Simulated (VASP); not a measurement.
VASP runs on Dy (space group P6_3/mmc) share one base input (PBE GGA, plane waves, VASP's PBE PAW potentials (set 64)) and change the settings named in each case.

### INCAR
```
ALGO=Normal
EDIFF=1E-6
ENCUT=300
GGA=PE
ISIF=2
ISMEAR=0
ISPIN=2
LASPH=.True.
LCHARG=.False.
LMAXMIX=6
LORBIT=11
LREAL=.False.
LWAVE=.False.
MAGMOM=2*5.0
NELM=100
PREC=Accurate
SIGMA=0.2
SYSTEM=Dy
```

### KPOINTS
```
Automatic mesh
0
Gamma
8 8 4
0 0 0
```

### POSCAR
```
Dy
1
    1.7950000000    -3.1090310000     0.0000000000
    1.7950000000     3.1090310000     0.0000000000
    0.0000000000     0.0000000000     5.6500000000
Dy
2
Direct
  0.3333330000   0.6666670000   0.2500000000
  0.6666670000   0.3333330000   0.7500000000
```

POTCAR, in this order: Dy (PBE.64 set). Program: vasp_std.

| change | E(σ→0) (eV/atom) | pressure (GPa) | −TS (eV) |
|---|---|---|---|
| base run | -7.8086 | 1.26 | -0.2327 |
| GGA = PS | -8.0207 | [?] | [?] |
| GGA_COMPAT = .FALSE., ISPIN removed, LNONCOLLINEAR = .TRUE., LSORBIT = .TRUE., MAGMOM = 0.0 0.0 5.0 0.0 0.0 5.0, program vasp_ncl | -8.7783 | [?] | [?] |
| KPOINTS 4×4×3 Γ-centred mesh | -7.7907 | 1.19 | -0.2526 |

**Question.** Some entries are withheld; supply them.

**Answer.** 
- GGA = PS, pressure (GPa): -1.67
- GGA = PS, −TS (eV): -0.2917
- GGA_COMPAT = .FALSE., ISPIN removed, LNONCOLLINEAR = .TRUE., LSORBIT = .TRUE., MAGMOM = 0.0 0.0 5.0 0.0 0.0 5.0, program vasp_ncl, pressure (GPa): 1.00
- GGA_COMPAT = .FALSE., ISPIN removed, LNONCOLLINEAR = .TRUE., LSORBIT = .TRUE., MAGMOM = 0.0 0.0 5.0 0.0 0.0 5.0, program vasp_ncl, −TS (eV): -0.1960

Energies of different potentials or functionals have different zeros.  At 300 eV the pressure can carry a Pulay error.

Left out are runs that ran out of time, are held back, or changed the cell or the kind of run, fixed moments of cells without a moment, rows past the twelfth, gaps on odd meshes, pressures of charged cells and columns that move by less than the noise.

The structure is a typed Dy crystal. The cell was not relaxed at this level.
